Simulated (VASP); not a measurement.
Consider the following.

```xyz
4
Lattice="2.0803 -3.6032 0.0000 2.0803 3.6032 0.0000 0.0000 0.0000 6.7569" Properties=species:S:1:pos:R:3 pbc="T T T"
Cd     2.0803    -1.2011     3.3784
Cd     2.0803     1.2011     6.7568
S      2.0803    -1.2011     5.9258
S      2.0803     1.2011     2.5474
```

All values below come from revPBE GGA, VASP's PBE PAW potentials (set 64) (plane waves; VASP). Run with 520 eV cut-off, 6×6×4 Γ-centred mesh, Gaussian smearing of 0.050 eV, potentials Cd S.

Give the stress tensor in GPa (positive for a compressed cell).

```
3.47  0.00  0.00
0.00  3.47  0.00
0.00  0.00  3.54
```
The pressure is its mean diagonal, 3.50 GPa.

The compound is CdS in the wurtzite structure. This cell is one point of a volume scan, at 0.94 of the reference volume.
